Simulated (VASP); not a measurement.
## Ru: relaxation of cell and atoms with LDA

Ru:

```
CELL_PARAMETERS angstrom
-1.50072 1.50072 1.50072
1.50072 -1.50072 1.50072
1.50072 1.50072 -1.50072
ATOMIC_POSITIONS crystal
Ru 0.00000 0.00000 0.00000
```

The cell was built by a generator and needn't be a form met in nature.

```yaml
Program: VASP 6.6.1
Task: relaxation of cell and atoms
Functional: LDA
Potentials_or_basis: VASP PAW LDA potentials, release 64 (Ru_pv)
Cutoff: 600 eV
k_mesh: 18 × 18 × 18
Occupations: methfessel-paxton, width 0.1 eV
Spin: no spin polarisation
Further_INCAR_settings: ALGO = Normal; EDIFF = 1e-07; IBRION = 2; EDIFFG = -0.005; NSW = 90; ISIF = 3
```

```yaml
Pressure_after_relaxing: 0.0 GPa
Band_gap_on_the_k_mesh: none (metal or under the smearing width)
```

Final structure:
```yaml
crystal:
  lattice:
    - [-1.50072, 1.50072, 1.50072]
    - [1.50072, -1.50072, 1.50072]
    - [1.50072, 1.50072, -1.50072]
  atoms:
    - { symbol: Ru, position: [0.00000, 0.00000, 0.00000] }
```

Levels at points of the mesh, in eV from the Fermi level:
| k point | band 4 | band 5 | band 6 | band 7 | band 8 | band 9 | band 10 | band 11 |
| --- | --- | --- | --- | --- | --- | --- | --- | --- |
| (0.00, 0.00, 0.00) | -8.22 | -2.95 | -2.95 | -2.95 | -0.11 | -0.11 | 10.04 | 17.13 |
| (0.50, 0.00, 0.00) | -6.46 | -4.79 | -0.12 | 0.39 | 1.22 | 2.60 | 10.04 | 10.63 |
| (0.50, 0.50, 0.50) | -6.59 | -6.59 | 1.94 | 1.94 | 1.94 | 9.46 | 9.46 | 9.46 |

It took 10 s on 1 thread of Intel(R) Xeon(R) 6975P-C (Granite Rapids), with other jobs on the host, peak memory 0.15 GiB.

Caveat: the relaxation stopped at its first step, so nothing moved.
